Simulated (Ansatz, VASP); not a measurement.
## TiCo in two plane-wave programs

One calculation is typed for both programs; each brings its own data sets. How far apart do they land? The structure shown is the end of the Ansatz relaxation below.

Main program and level: Ansatz 0.2.0; plane waves, with VASP 6.6.1 beside it; single point at PBE.

## 1. The structure

It takes space group Pm-3m (No. 221, cubic). The conventional cell has a = 2.957 Å, b = 2.957 Å, c = 2.957 Å, α = 90.00°, β = 90.00°, γ = 90.00°. Ti has 8 Co at 2.56 Å nearest. Nearest to Co lie 8 Ti at 2.56 Å. Farther neighbours are not listed.

Structure file:

```cif
data_structure
_symmetry_space_group_name_H-M 'Pm-3m'
_symmetry_Int_Tables_number 221
_cell_length_a 2.9573
_cell_length_b 2.9573
_cell_length_c 2.9573
_cell_angle_alpha 90.000
_cell_angle_beta 90.000
_cell_angle_gamma 90.000
_cell_volume 25.86
loop_
_atom_site_label
_atom_site_type_symbol
_atom_site_symmetry_multiplicity
_atom_site_Wyckoff_symbol
_atom_site_fract_x
_atom_site_fract_y
_atom_site_fract_z
_atom_site_occupancy
Ti1 Ti 1 a 0.00000 0.00000 0.00000 1
Co1 Co 1 b 0.50000 0.50000 0.50000 1
```

## 2. Ansatz: relaxation, PBE

Ansatz runs on its default PAW (the set named soft_2) files.

This run makes the geometry at which the two programs are then compared.

input.yaml

```yaml
crystal:
  lattice:
    - [2.9854689699, 0.0, 0.0]
    - [0.0, 2.9854689699, 0.0]
    - [0.0, 0.0, 2.9854689699]
  atoms:
    - { symbol: Ti, position: [0.0, 0.0, 0.0] }
    - { symbol: Co, position: [0.5, 0.5, 0.5], spin: 1.07 }
kpoints:
  mp_grid: { grid: [16, 16, 16] }
hamiltonian:
  xc: pbe
scf:
  occupations: { method: gaussian, width: 0.15 }
output:
  forces: true
  stress: true
  eigenvalues: true
  populations: true
magnetization:
  spin_polarized: true
relax:
  adjacent_minimum: "off"
  f_tol: 0.001
  max_steps: 60
  cell: { stress_tol: 0.05, p_target: 5.0 }
```

Launch:

```
ansatz run input.yaml --threads 4 --pin off --max-ram 8192MiB --backend cpu --events-out ev --progress --plain --runs-dir out
```

Numbers of over 12 decimals in the logs are rounded to 6 here.

The program printed:

```text
Engine: ansatz 0.2.0, aarch64-unknown-linux-gnu
Pseudopotentials: kind: paw
Pseudopotential: Ti, paw, valence charge 12, recommended cutoff 420 eV (normal), Ti.paw.azcp
Pseudopotential: Co, paw, valence charge 17, recommended cutoff 420 eV (normal), Co.paw.azcp
Functional definition: PBE
  parameter kappa = 0.804
  parameter beta = 0.066725
  exchange = pbe_x(kappa = kappa, mu = beta*pi^2/3)
  correlation = pbe_c(beta = beta)
Crystal: 2 atoms, lattice volume = 26.610 Å³
Basis set: ecut = 420 eV, 485 PW (Γ), exchange–correlation on 40×40×40 points (8 copies of the dense FFT grid, shifted against one another)
Bands: 20, of which v1, the nominal top of the filled ones, is band 15 counted from 1 (14 counted from 0)
Symmetry: 48 space group operations
Space group: Pm-3m (ITA 221), of the structure as read, at distance tolerance 3.0e-5 Å
Magnetic group: BNS 221.92 (UNI 1594), of the structure as read, at distance tolerance 3.0e-5 Å
k-points: 165 of 4096
Non-local potential: Ti, projectors of the file, l = 0: 3, l = 1: 2, l = 2: 3, l = 3: 1
Non-local potential: Co, projectors of the file, l = 0: 3, l = 1: 2, l = 2: 3, l = 3: 1
PAW form: soft (Blöchl's): semilocal exchange-correlation on the pseudo side does not see the compensation charge
PAW one-centre angular grid: Ti, 590 points (default); XC on 64 Gauss nodes
PAW one-centre angular grid: Co, 590 points (default); XC on 64 Gauss nodes
Initial density: superposition of atomic densities (chi_scale 0.1, normalization cell)
Starting moments: Σ|m| = 1.07 μB on 1 of 2 sites
Initial wavefunctions: pseudopotential atomic-orbital guess
Functional: x = pbe(κ = 0.804, μ = 0.219515), c = pbe(β = 0.066725)
SCF iter   1: F=—  HF=-7626.423957 eV  |F-HF|=—  |Δ(HF+E_count)|=         —  Δρ=6.08e-2 (↑4.08e-2 ↓6.08e-2)  dr2=1.68e0  dr2_m=7.48e-2  M=0.932 μB ∫|m|=1.191 μB  β_m=0.30  ethr=3.10e-3  ⟨swp⟩=4.0  Hψ=24148  notcnv=0
Mixer restart at iter 1: flushing history
preconditioner: auto → none  [metal: Δε(μ)=0.047 eV  Ē_g=5.076 eV  σ=0.150 eV  W_gap=0.18  n_scr=6 (ndim 8)  ℏωp=26.0 eV  f_vac=0.000  D(μ)=0.99/eV (n_scr^D=6)  sad-step TF]
SCF iter   2: F=—  HF=-7625.893970 eV  |F-HF|=—  |Δ(HF+E_count)|=   5.30e-1  Δρ=2.92e-2 (↑2.61e-2 ↓2.92e-2)  dr2=7.38e-1  dr2_m=4.12e-2  M=0.922 μB ∫|m|=1.189 μB  β_m=0.38  ethr=3.10e-3  ⟨swp⟩=2.5  Hψ=12314  notcnv=0  defer=111
SCF iter   3: F=—  HF=-7626.371949 eV  |F-HF|=—  |Δ(HF+E_count)|=   4.78e-1  Δρ=2.36e-2 (↑1.08e-2 ↓2.36e-2)  dr2=1.98e-1  dr2_m=1.73e-2  M=0.905 μB ∫|m|=1.207 μB  β_m=0.35  ethr=2.55e-3  ⟨swp⟩=2.6  Hψ=11502  notcnv=0  defer=111
SCF iter   4: F=—  HF=-7626.380132 eV  |F-HF|=—  |Δ(HF+E_count)|=         —  Δρ=1.16e-2 (↑1.16e-2 ↓1.12e-2)  dr2=9.21e-2  dr2_m=5.18e-3  M=0.899 μB ∫|m|=1.176 μB  β_m=0.35  ethr=6.82e-4  ⟨swp⟩=2.0  Hψ=10782  notcnv=0  defer=92
Mixer restart at iter 4: flushing history
SCF iter   5: F=—  HF=-7626.562015 eV  |F-HF|=—  |Δ(HF+E_count)|=   1.82e-1  Δρ=9.96e-3 (↑6.41e-3 ↓9.96e-3)  dr2=4.02e-2  dr2_m=2.49e-3  M=0.895 μB ∫|m|=1.187 μB  β_m=0.31  ethr=3.18e-4  ⟨swp⟩=2.0  Hψ=10470  notcnv=0  defer=92
SCF iter   6: F=—  HF=-7626.533067 eV  |F-HF|=—  |Δ(HF+E_count)|=   2.89e-2  Δρ=7.89e-3 (↑6.52e-3 ↓7.89e-3)  dr2=4.38e-2  dr2_m=1.44e-3  M=0.890 μB ∫|m|=1.163 μB  β_m=0.25  ethr=1.39e-4  ⟨swp⟩=2.3  Hψ=12309  notcnv=0  defer=87
SCF iter   7: F=—  HF=-7626.591852 eV  |F-HF|=—  |Δ(HF+E_count)|=   5.88e-2  Δρ=5.45e-3 (↑3.23e-3 ↓5.45e-3)  dr2=1.71e-2  dr2_m=7.25e-4  M=0.885 μB ∫|m|=1.152 μB  β_m=0.67  ethr=1.39e-4  ⟨swp⟩=2.1  Hψ=8944  notcnv=0  defer=87
SCF iter   8: F=—  HF=-7626.630256 eV  |F-HF|=—  |Δ(HF+E_count)|=   3.84e-2  Δρ=3.19e-3 (↑7.58e-4 ↓3.19e-3)  dr2=3.56e-3  dr2_m=4.08e-4  M=0.874 μB ∫|m|=1.122 μB  β_m=0.83  ethr=5.90e-5  ⟨swp⟩=2.0  Hψ=9900  notcnv=0  defer=87
[...]
preconditioner: auto → none  [metal: Δε(μ)=0.004 eV  Ē_g=4.859 eV  σ=0.150 eV  W_gap=0.02  n_scr=0 (ndim 8)  ℏωp=26.3 eV  f_vac=0.000  D(μ)=1.72/eV (n_scr^D=18)]
[...]
SCF 3 converged in 9 iterations: F = -7626.622448 eV  dr2 = 3.59e-9
relax step   3: F+E_penalty+E_count = -7626.62244759 eV  Δ(F+E_penalty+E_count) = -4.132e-4 eV  max|allowed force component| = 7.560e-29 eV/Å  Δτ_max = 0.0000 Å  P = +4.996 GPa  Ω = 25.864 Å³  energy of the carried Pulay correction = +3.915e-4 eV  (9 SCF iters, dr2 threshold 2.12e-8 eV, accepted)
Initial wavefunctions: pseudopotential atomic-orbital guess (no wavefunctions were taken with the density)
[...]
preconditioner: auto → none  [metal: Δε(μ)=0.005 eV  Ē_g=4.859 eV  σ=0.150 eV  W_gap=0.02  n_scr=0 (ndim 8)  ℏωp=26.3 eV  f_vac=0.000  D(μ)=1.72/eV (n_scr^D=18)]
SCF iter   2: F=—  HF=-7626.622090 eV  |F-HF|=—  |Δ(HF+E_count)|=   2.61e-6  Δρ=8.72e-5 (↑8.72e-5 ↓3.26e-5)  dr2=3.07e-6  dr2_m=2.28e-7  M=0.844 μB ∫|m|=1.018 μB  β_m=0.38  ethr=8.60e-9  ⟨swp⟩=2.0  Hψ=11499  notcnv=0
SCF iter   3: F=—  HF=-7626.622090 eV  |F-HF|=—  |Δ(HF+E_count)|=   6.56e-8  Δρ=4.37e-5 (↑2.24e-5 ↓4.37e-5)  dr2=3.21e-7  dr2_m=3.72e-8  M=0.844 μB ∫|m|=1.019 μB  β_m=0.42  ethr=8.60e-9  ⟨swp⟩=2.1  Hψ=9333  notcnv=0
SCF iter   4: F=—  HF=-7626.622090 eV  |F-HF|=—  |Δ(HF+E_count)|=   1.77e-8  Δρ=8.78e-6 (↑5.02e-6 ↓8.78e-6)  dr2=4.96e-9  dr2_m=5.39e-9  M=0.844 μB ∫|m|=1.018 μB  β_m=0.57  ethr=1.11e-9  ⟨swp⟩=1.1  Hψ=6625  notcnv=0
SCF iter   5: F=—  HF=-7626.622090 eV  |F-HF|=—  |Δ(HF+E_count)|=   5.86e-8  Δρ=3.88e-6 (↑1.83e-6 ↓3.88e-6)  dr2=1.00e-8  dr2_m=5.52e-10  M=0.844 μB ∫|m|=1.019 μB  β_m=0.61  ethr=1.71e-11  ⟨swp⟩=2.0  Hψ=11370  notcnv=0
SCF iter   6: F=—  HF=-7626.622090 eV  |F-HF|=—  |Δ(HF+E_count)|=   1.45e-8  Δρ=5.16e-6 (↑7.12e-7 ↓5.16e-6)  dr2=7.23e-9  dr2_m=1.56e-9  M=0.844 μB ∫|m|=1.019 μB  β_m=0.80  ethr=1.71e-11  ⟨swp⟩=2.0  Hψ=8706  notcnv=0
SCF iter   7: F=—  HF=-7626.622090 eV  |F-HF|=—  |Δ(HF+E_count)|=   1.84e-8  Δρ=3.75e-6 (↑2.73e-6 ↓3.75e-6)  dr2=4.55e-9  dr2_m=1.82e-9  M=0.844 μB ∫|m|=1.019 μB  β_m=0.90  ethr=1.71e-11  ⟨swp⟩=2.1  Hψ=11313  notcnv=0
SCF iter   8: F=—  HF=-7626.622090 eV  |F-HF|=—  |Δ(HF+E_count)|=   8.85e-9  Δρ=1.82e-6 (↑6.32e-7 ↓1.82e-6)  dr2=1.28e-9  dr2_m=1.22e-10  M=0.844 μB ∫|m|=1.019 μB  β_m=0.90  ethr=1.57e-11  ⟨swp⟩=2.7  Hψ=12359  notcnv=0
SCF iter   9: F=—  HF=-7626.622090 eV  |F-HF|=—  |Δ(HF+E_count)|=   2.76e-9  Δρ=1.86e-7 (↑1.29e-7 ↓1.86e-7)  dr2=1.55e-11  dr2_m=2.44e-12  M=0.844 μB ∫|m|=1.019 μB  β_m=0.95  ethr=4.42e-12  ⟨swp⟩=2.0  Hψ=11250  notcnv=0
SCF iter  10: F=—  HF=-7626.622090 eV  |F-HF|=—  |Δ(HF+E_count)|=  5.37e-11  Δρ=6.06e-8 (↑6.06e-8 ↓5.04e-8)  dr2=1.91e-12  dr2_m=1.90e-13  M=0.844 μB ∫|m|=1.019 μB  β_m=0.97  ethr=1.00e-12  ⟨swp⟩=1.7  Hψ=7344  notcnv=0
SCF iter  11: F=-7626.622090 eV  HF=-7626.622090 eV  |F-HF|=6.37e-12  |Δ(HF+E_count)|=  6.37e-12  Δρ=1.02e-7 (↑5.10e-8 ↓1.02e-7)  dr2=5.51e-12  dr2_m=1.83e-13  M=0.844 μB ∫|m|=1.019 μB  ethr=1.00e-12  ⟨swp⟩=4.0  Hψ=25669  notcnv=0
SCF 4 converged in 11 iterations: F = -7626.622090 eV  dr2 = 5.51e-12
relax step   4: F+E_penalty+E_count = -7626.62208980 eV  Δ(F+E_penalty+E_count) = +3.578e-4 eV  max|allowed force component| = 6.784e-29 eV/Å  Δτ_max = 0.0000 Å  P = +4.987 GPa  Ω = 25.864 Å³  stress off target by 1.26e-2 GPa  SCF on the basis re-selected at this cell (its energy is not comparable with the rows above)  (11 SCF iters)
basis re-selected at this cell: Δ(F+E_penalty+E_count) = +3.578e-4 eV, ΔP = -0.009 GPa vs the last step (what re-selecting the basis moved, of the pressure what is left beyond the Pulay correction that the steps carried, after the strain that the cell walked since its last selection, with what the two solves' SCF thresholds leave and, on support functions, any second-order correction that the steps lacked; it is no m [...]
SCF converged after 11 iterations
Magnetization: 0.8441 μB (14.9220 up, 14.0780 down)
Absolute magnetization: 1.0268 μB (∫|ρ↑−ρ↓|, with the PAW one-centre terms)
Spin contamination: 0.0638 ħ² per cell (⟨S²⟩ above its minimum at these occupations)
Per-site moments (μB) at R_I (Å): [(-0.016218, 1.056456), (0.919933, 1.056456)]
Free energy (F): -7626.622090 eV
Harris-Foulkes:  -7626.622090 eV  (|F-HF|=6.37e-12)
Internal energy: -7626.602787 eV  (E = F + TS)
E sigma→0 (E₀):  -7626.612438 eV
Entropy (-TS):   -0.019303 eV (-9.652 meV/atom)
Fermi energy:    17.231283 eV
--- Per-component energies (eV) ---
  E_band       = -388.908174
  E_kinetic    = 731.040611
  E_local      = -3827.662903  (includes V_loc(G=0)·N_el)
  E_nonlocal   = 459.846761
  E_hartree    = 1619.051215
  E_xc         = -258.276868
  E_vxc        = -329.543770  (∫ρ·V_xc dr)
  E_paw        = -2563.020120  (= ΣΔE_a)
  E_vpaw       = -660.691417  (= ΣTr[D̂ρ^β])
  E_aug_tail   = 0.000246  (compensation charges beyond the density's cutoff)
  E_ewald      = -3787.581729
  E_smearing   = -0.019303  (= −TS)
  E_closure    = -0.000000  (closes the sum)
  Σ components = -7626.622090   (vs F -7626.622090, Δ=0.00e0)
--- Forces (eV/Å), atoms counted from 1 ---
  atom   1  Ti    -0.00000000     0.00000000    -0.00000000
  atom   2  Co     0.00000000    -0.00000000    -0.00000000
  max |Σ_I F_I| component: 1.36e-28 eV/Å
--- Stress (GPa, compression-positive) ---
        4.987449       0.000000       0.000000
        0.000000       4.987449       0.000000
        0.000000       0.000000       4.987449
  P = ⅓ Tr σ = 4.9874 GPa (49.874 kbar)
--- Band table (eV; the first three rows and the last of 330) ---
  k-point 0 ↑: bands = [... 11 lower, 15.3184, 15.3184, 15.3184, 17.7475, 17.7475, 20.0168, 20.0168, 20.0168, ... 1 higher]
  k-point 1 ↑: bands = [... 11 lower, 15.3123, 15.3123, 15.3313, 17.7117, 17.7625, 19.9039, 19.9039, 20.0004, ... 1 higher]
  k-point 2 ↑: bands = [... 11 lower, 15.2956, 15.2956, 15.3689, 17.6063, 17.7986, 19.6073, 19.6073, 19.9533, ... 1 higher]
  k-point 164 ↓: bands = [... 11 lower, 15.0396, 15.0396, 15.0396, 17.2578, 17.2578, 20.5031, 20.5031, 24.5960, ... 1 higher]
--- Relaxed structure (3 steps of the walk, 3 accepted, 1 SCFs on fresh bases) ---
  F+E_penalty+E_count = -7626.62208980 eV   max|allowed force component| = 6.784e-29 eV/Å   (the final SCF, on the basis selected at the relaxed cell)
  cell:  # Å, volume = 25.8637 Å³
    - [2.957309, 0, 0]
    - [0, 2.957309, 0.0]
    - [0, 0.0, 2.957309]
  atoms:
    - { symbol: Ti, position: [0, 0, 0] }
    - { symbol: Co, position: [0.500000, 0.500000, 0.500000] }
--- Löwdin populations: 2 sites ---
  site symbol       q [e]    m [muB]
     0     Ti     11.8388    -0.0230
     1     Co     16.8097     0.9047
  spilling = 0.012122 (of n_electrons = 29.000000)
```

Reading the cycles: dr2 is the Hartree energy of the density residual (eV), the measure of convergence; HF is the Harris–Foulkes estimate of the energy, which meets the free energy F at convergence.

## 3. VASP: single point, PBE, pair 1

The same cell, functional, mesh and smearing now go to VASP, with its own data sets.

Lines of VASP's logs that name or quote its potential files are left out, and so is its time.

INCAR

```
SYSTEM = TiCo
PREC = Accurate
ENCUT = 600
EDIFF = 1E-06
NELM = 200
ISMEAR = 0
SIGMA = 0.15
LREAL = .FALSE.
ALGO = Normal
GGA = PE
NBANDS = 18
ISPIN = 2
MAGMOM = -0.02 0.92
LASPH = .TRUE.
LMAXMIX = 4
LORBIT = 11
LWAVE = .FALSE.
LCHARG = .FALSE.
ISIF = 2
GGA_COMPAT = .FALSE.
KPAR = 2
```

POSCAR

```
TiCo
1.0
    2.9573091113      0.0000000000      0.0000000000
    0.0000000000      2.9573091113      0.0000000000
    0.0000000000      0.0000000000      2.9573091113
Ti Co
1 1
Direct
    0.0000000000      0.0000000000      0.0000000000
    0.5000000000      0.5000000000      0.5000000000
```

KPOINTS

```
Automatic mesh
0
Gamma
16 16 16
0 0 0
```

The projector-augmented-wave data sets are Ti_sv and Co (PBE family, release 64).

Launch:

```
mpirun -np 2 vasp_std
```

The program printed:

```text
[banner, memory and clock lines left out]
running    2 mpi-ranks, on    1 nodes
 distrk:  each k-point on    1 cores,    2 groups
 distr:  one band on    1 cores,    1 groups

 POSCAR found type information on POSCAR TiCo
 POSCAR found :  2 types and       2 ions
 LDA part: xc-table for (Slater+PW92), standard interpolation
 POSCAR, INCAR and KPOINTS ok, starting setup
 FFT: planning ... GRIDC
 FFT: planning ... GRID_SOFT
 FFT: planning ... GRID
 WAVECAR not read
 entering main loop
       N       E                     dE             d eps       ncg     rms          rms(c)
DAV:   1     0.165598869779E+03    0.16560E+03   -0.11049E+04 11968   0.163E+03
DAV:   2    -0.822614644563E+01   -0.17383E+03   -0.16849E+03 12004   0.360E+02
DAV:   3    -0.176318473144E+02   -0.94057E+01   -0.92693E+01 15534   0.906E+01
DAV:   4    -0.178933651280E+02   -0.26152E+00   -0.26032E+00 14428   0.129E+01
DAV:   5    -0.179018589267E+02   -0.84938E-02   -0.84924E-02 14586   0.223E+00    0.137E+01
DAV:   6    -0.164188477557E+02    0.14830E+01   -0.11569E+01 12986   0.475E+01    0.882E+00
DAV:   7    -0.176408271588E+02   -0.12220E+01   -0.18574E+01 15132   0.412E+01    0.189E+01
DAV:   8    -0.156541779050E+02    0.19866E+01   -0.97599E+00 15286   0.283E+01    0.175E+00
DAV:   9    -0.156723358136E+02   -0.18158E-01   -0.21960E-01 15882   0.453E+00    0.216E+00
DAV:  10    -0.156679395310E+02    0.43963E-02   -0.54997E-02 15310   0.266E+00    0.117E+00
DAV:  11    -0.156724375191E+02   -0.44980E-02   -0.27063E-02 16954   0.171E+00    0.798E-01
DAV:  12    -0.156769762771E+02   -0.45388E-02   -0.40912E-02 17186   0.201E+00    0.471E-01
DAV:  13    -0.156765167402E+02    0.45954E-03   -0.58311E-03 15356   0.703E-01    0.188E-01
DAV:  14    -0.156763784067E+02    0.13833E-03   -0.49540E-04 15488   0.217E-01    0.831E-02
DAV:  15    -0.156763498655E+02    0.28541E-04   -0.99226E-05 16508   0.106E-01    0.301E-02
DAV:  16    -0.156763546074E+02   -0.47419E-05   -0.59776E-05 16598   0.707E-02    0.602E-03
DAV:  17    -0.156763544196E+02    0.18784E-06   -0.52524E-06 12768   0.185E-02
   1 F= -.15676354E+02 E0= -.15665777E+02  d E =-.211543E-01  mag=     0.8198
```

From OUTCAR (step 3):

```text
ion  position               nearest neighbor table
   1  0.000  0.000  0.000-   2 2.56   2 2.56   2 2.56   2 2.56   2 2.56   2 2.56   2 2.56   2 2.56

  LATTYP: Found a simple cubic cell.
 ALAT       =     2.9573091113

 Subroutine GETGRP returns: Found 48 space group operations
 (whereof 48 operations were pure point group operations)

The static configuration has the point symmetry O_h .

 Found    165 irreducible k-points:

   k-points           NKPTS =    165   k-points in BZ     NKDIM =    165   number of bands    NBANDS=     18

   dimension x,y,z NGX =    24 NGY =   24 NGZ =   24
   dimension x,y,z NGXF=    48 NGYF=   48 NGZF=   48

   ENCUT  =  600.0 eV  44.10 Ry    6.64 a.u.   5.91  5.91  5.91*2*pi/ulx,y,z

   NELECT =      21.0000    total number of electrons

 k-points in reciprocal lattice and weights: Automatic mesh
   0.00000000  0.00000000  0.00000000       0.000
   0.06250000  0.00000000  0.00000000       0.001
   0.12500000  0.00000000  0.00000000       0.001
   0.18750000  0.00000000  0.00000000       0.001
   0.25000000  0.00000000  0.00000000       0.001
   0.31250000  0.00000000  0.00000000       0.001
   0.37500000  0.00000000  0.00000000       0.001
   0.43750000  0.00000000  0.00000000       0.001
   0.50000000  0.00000000  0.00000000       0.001
[...]
0.50000000  0.50000000  0.43750000       0.001
   0.50000000  0.50000000  0.50000000       0.000

 average (electrostatic) potential at core
       1 -70.8166       2 -78.4540

 E-fermi :  10.3072

 spin component 1
 k-point     1 :       0.0000    0.0000    0.0000
  band No.  band energies     occupation
    ...
      6       6.0144      1.00000
      7       6.0144      1.00000
      8       8.4130      1.00000
      9       8.4130      1.00000
     10       8.4130      1.00000
     11      10.8201      0.00000
     12      10.8201      0.00000
     13      13.0712      0.00000
     14      13.0712      0.00000
     15      13.0712      0.00000
    ...

 k-point     2 :       0.0625    0.0000    0.0000
  band No.  band energies     occupation
    ...
      6       6.0464      1.00000
      7       6.0511      1.00000
      8       8.4069      1.00000
      9       8.4069      1.00000
     10       8.4259      1.00000
     11      10.7843      0.00000
     12      10.8352      0.00000
     13      12.9600      0.00000
     14      12.9600      0.00000
     15      13.0549      0.00000
    ...

 k-point     3 :       0.1250    0.0000    0.0000
  band No.  band energies     occupation
    ...
      6       6.1405      1.00000
      7       6.1547      1.00000
      8       8.3905      1.00000
      9       8.3905      1.00000
     10       8.4631      1.00000
     11      10.6793      0.00023
     12      10.8719      0.00000
     13      12.6676      0.00000
     14      12.6676      0.00000
     15      13.0080      0.00000
    ...

 k-point     4 :       0.1875    0.0000    0.0000
  band No.  band energies     occupation
    ...
      6       6.2909      1.00000
      7       6.3066      1.00000
      8       8.3678      1.00000
      9       8.3678      1.00000
     10       8.5204      1.00000
     11      10.5117      0.02697
     12      10.9003      0.00000
     13      12.2796      0.00000
     14      12.2796      0.00000
     15      12.9364      0.00000
    ...

 k-point     5 :       0.2500    0.0000    0.0000
  band No.  band energies     occupation
    ...
      7       6.4868      1.00000
      8       8.3443      1.00000
      9       8.3444      1.00000
     10       8.5903      1.00000
     11      10.2941      0.54916
     12      10.8624      0.00000
     13      11.8749      0.00000
     14      11.8749      0.00000
     15      12.8494      0.00000
     16      15.9207      0.00000
    ...

 k-point     6 :       0.3125    0.0000    0.0000
  band No.  band energies     occupation
    ...
      7       6.7099      1.00000
      8       8.3250      1.00000
      9       8.3250      1.00000
     10       8.6633      1.00000
     11      10.0480      0.99275
     12      10.6802      0.00022
     13      11.5096      0.00000
     14      11.5096      0.00000
     15      12.7594      0.00000
     16      15.1017      0.00000
    ...

  Total        0.6993718      0.6993718      0.6993718     -0.0000000      0.0000000      0.0000000
  in kB       43.3240015     43.3240015     43.3240015     -0.0000000      0.0000000      0.0000000
  external PRESSURE =      43.3240015 kB  Pullay stress =       0.0000000 kB

  energy-cutoff  :      600.00
  volume of cell :       25.86
      direct lattice vectors                 reciprocal lattice vectors
     2.957309111  0.000000000  0.000000000     0.338145240  0.000000000  0.000000000
     0.000000000  2.957309111  0.000000000     0.000000000  0.338145240  0.000000000
     0.000000000  0.000000000  2.957309111     0.000000000  0.000000000  0.338145240

 POSITION                                       TOTAL-FORCE (eV/Angst)
 -----------------------------------------------------------------------------------
      0.00000      0.00000      0.00000         0.000000      0.000000      0.000000
      1.47865      1.47865      1.47865         0.000000      0.000000      0.000000
 -----------------------------------------------------------------------------------
    total drift:                                0.000000      0.000000     -0.000000

  FREE ENERGIE OF THE ION-ELECTRON SYSTEM (eV)
  ---------------------------------------------------
  free  energy   TOTEN  =       -15.6763544196 eV

  energy  without entropy=      -15.6552001179  energy(sigma->0) =      -15.66577727

 total charge
# of ion       s       p       d       tot
------------------------------------------
    1        2.254   6.191   1.883  10.328
    2        0.537   0.478   7.324   8.338
--------------------------------------------------
tot          2.791   6.668   9.207  18.666

 magnetization (x)
# of ion       s       p       d       tot
------------------------------------------
    1       -0.002  -0.012  -0.002  -0.015
    2        0.028  -0.004   0.851   0.874
--------------------------------------------------
tot          0.026  -0.016   0.849   0.859

[... 6 further parts left out ...]
```

The cell holds one magnetic atom, so no antiferromagnetic order fits into it.

(Part 1 of 2 ends here.)

[Lines on the potential files, build, host, timing and source positions are cut from VASP's logs without a mark.]

[Logs are printed without paths, hosts, clocks, repeated set-up lines and the standing remarks that a program may print on its own settings, such as how far it seeks lower states.]

[Hosts, paths, dates, database ids (printed as entryN), source tags and the programs' standing remarks are cut or masked in the printed files.]
